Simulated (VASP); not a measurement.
Method: r2SCAN meta-GGA with spin-orbit coupling, VASP's PBE PAW potentials (set 64) (plane waves; VASP).

VASP input:

POSCAR:
```
Tb
1.0
  1.8356922875  -3.1795118285   0.0000000000
  1.8356922875   3.1795118285   0.0000000000
  0.0000000000   0.0000000000   5.6036528878
Tb
2
Direct
  0.3333330000   0.6666670000   0.2500000000
  0.6666670000   0.3333330000   0.7500000000
```

### INCAR
```
# general
SYSTEM      =  Tb
PREC        =  Accurate
ENCUT       =  400   # plane-wave cut-off (eV)
LREAL       =  .FALSE.   # projection in real space or not
LASPH       =  .TRUE.   # aspherical one-centre terms

# electronic loop
EDIFF       =  1E-6
NELM        =  100
ALGO        =  Normal
LMAXMIX     =  6
LMIXTAU     =  .TRUE.

# smearing
ISMEAR      =  0   # Gaussian
SIGMA       =  0.05

# functional
METAGGA     =  R2SCAN
GGA_COMPAT  =  .FALSE.

# spin
MAGMOM      =  0 0 0 0 0 0
LSORBIT     =  .TRUE.

# output
LWAVE       =  .FALSE.
LCHARG      =  .FALSE.
```

File KPOINTS_OPT:
```
k-points along high-symmetry lines
5
Line-mode
Reciprocal
  0.000000   0.000000   0.000000 ! GAMMA
  0.000000   0.500000   0.000000 ! M

  0.000000   0.500000   0.000000 ! M
 -0.333333   0.666667   0.000000 ! K

 -0.333333   0.666667   0.000000 ! K
  0.000000   0.000000   0.000000 ! GAMMA

  0.000000   0.000000   0.000000 ! GAMMA
  0.000000   0.000000   0.500000 ! A

  0.000000   0.000000   0.500000 ! A
  0.000000   0.500000   0.500000 ! L

  0.000000   0.500000   0.500000 ! L
 -0.333333   0.666667   0.500000 ! H

 -0.333333   0.666667   0.500000 ! H
  0.000000   0.000000   0.500000 ! A

  0.000000   0.500000   0.500000 ! L
  0.000000   0.500000   0.000000 ! M

 -0.333333   0.666667   0.500000 ! H
 -0.333333   0.666667   0.000000 ! K
```

File KPOINTS:
```
Automatic mesh
0
Gamma
10 10 6
0 0 0
```

POTCAR, in this order: Tb_3 (PBE.64 set). Program: vasp_ncl.

What VASP printed:

**OSZICAR**
```
       N       E                     dE             d eps       ncg     rms          rms(c)
DAV:   1     0.593281539908E+01    0.59328E+01   -0.77719E+03  2912   0.107E+03
DAV:   2    -0.612967495954E+02   -0.67230E+02   -0.65398E+02  3016   0.302E+02
DAV:   3    -0.652939360665E+02   -0.39972E+01   -0.37399E+01  4008   0.442E+01
DAV:   4    -0.654601277052E+02   -0.16619E+00   -0.16176E+00  3590   0.697E+00
DAV:   5    -0.654651698642E+02   -0.50422E-02   -0.50260E-02  3868   0.119E+00    0.300E+01
DAV:   6    -0.627817852021E+02    0.26834E+01   -0.40566E-01  3112   0.666E+00    0.164E+01
DAV:   7    -0.620535130723E+02    0.72827E+00   -0.48033E-01  3430   0.678E+00    0.605E+00
DAV:   8    -0.627345378824E+02   -0.68102E+00   -0.22366E-01  3206   0.297E+00    0.190E+00
DAV:   9    -0.629736575460E+02   -0.23912E+00   -0.96597E-02  3222   0.279E+00    0.153E+00
DAV:  10    -0.629689259393E+02    0.47316E-02   -0.10635E-02  3316   0.761E-01    0.444E-01
DAV:  11    -0.629751451490E+02   -0.62192E-02   -0.23351E-02  3006   0.139E+00    0.390E-01
DAV:  12    -0.629755798948E+02   -0.43475E-03   -0.11980E-03  3284   0.267E-01    0.383E-02
DAV:  13    -0.629755431793E+02    0.36716E-04   -0.57364E-05  3642   0.607E-02    0.237E-02
DAV:  14    -0.629755503821E+02   -0.72028E-05   -0.52415E-05  3160   0.526E-02    0.522E-03
DAV:  15    -0.629755574185E+02   -0.70364E-05   -0.19561E-05  3130   0.370E-02    0.764E-03
DAV:  16    -0.629755575965E+02   -0.17803E-06   -0.11727E-06  2888   0.102E-02
   1 F= -.62975558E+02 E0= -.62973894E+02  d E =-.332632E-02  mag=     0.0000    -0.0000     0.0000
       N       E                     dE             ncg
```

**OUTCAR**
```
------------------------ aborting loop because EDIFF is reached ----------------------------------------
  FORCE on cell =-STRESS in cart. coord.  units (eV):
  Direction    XX          YY          ZZ          XY          YZ          ZX
  --------------------------------------------------------------------------------------
  Total       -0.1105279     -0.1105279     -0.0593906      0.0000000      0.0000000      0.0000000
  in kB       -2.7072049     -2.7072041     -1.4546774      0.0000000      0.0000000      0.0000000
  external PRESSURE =      -2.2896955 kB  Pullay stress =       0.0000000 kB
  volume of cell :       65.41
      direct lattice vectors                 reciprocal lattice vectors
     1.835692287 -3.179511828  0.000000000     0.272376805 -0.157256845  0.000000000
     1.835692287  3.179511828  0.000000000     0.272376805  0.157256845  0.000000000
     0.000000000  0.000000000  5.603652888     0.000000000  0.000000000  0.178455022
 POSITION                                       TOTAL-FORCE (eV/Angst)
 -----------------------------------------------------------------------------------
      1.83569      1.05984      1.40091        -0.000000      0.000000      0.000000
      1.83569     -1.05984      4.20274         0.000000      0.000000     -0.000000
 -----------------------------------------------------------------------------------
    total drift:                                0.000000      0.000000      0.000000
  FREE ENERGIE OF THE ION-ELECTRON SYSTEM (eV)
  ---------------------------------------------------
  free  energy   TOTEN  =       -62.9755575965 eV

  energy  without entropy=      -62.9722312811  energy(sigma->0) =      -62.97389444

 Ion:    1  E_soc:     -0.5265444

 Ion:    2  E_soc:     -0.5265444
```
(Selected blocks of OUTCAR.)

The 4f electrons are frozen in the core of the lanthanide potential, so 4f levels, which can set the real gap, and their magnetism are missing.

The compound is Tb in the hcp structure. It was relaxed first.
